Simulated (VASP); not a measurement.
Here is the system:

```yaml
crystal:
  lattice:
    - [2.99000, 0.00000, 0.00000]
    - [0.00000, 2.99000, 0.00000]
    - [0.00000, 0.00000, 2.99000]
  atoms:
    - { symbol: Ti, position: [0.00000, 0.00000, 0.00000] }
    - { symbol: Co, position: [0.50000, 0.50000, 0.50000] }
```

All values below come from PBE GGA, VASP's PBE PAW potentials (set 64) (plane waves; VASP 6.6.1). Numerical set-up: 700 eV cut-off, 11×11×11 Γ-centred mesh, first-order Methfessel-Paxton smearing of 0.10 eV, potentials Ti_sv Co.

**Question.** Predict the energy per atom (σ→0), pressure, band gap (on the k-mesh) with the smallest direct gap where there is one.

**Answer.** 
```yaml
band gap (on the k-mesh): none (metal, semimetal or under 0.01 eV)
energy per atom (σ→0): -7.816 eV/atom
pressure: -3.50 GPa
```

Total energies compare only between runs with the same potentials, cut-off and functional.

The compound is TiCo in the CsCl type structure. The cell was not relaxed at this level. The run is one of a series of settings (ENCUT = 700 against the base run), some of them coarse on purpose. The run is not spin-polarised, so no magnetic state was tried. The electron count is odd and the run is not spin-polarised, which forces a metal.
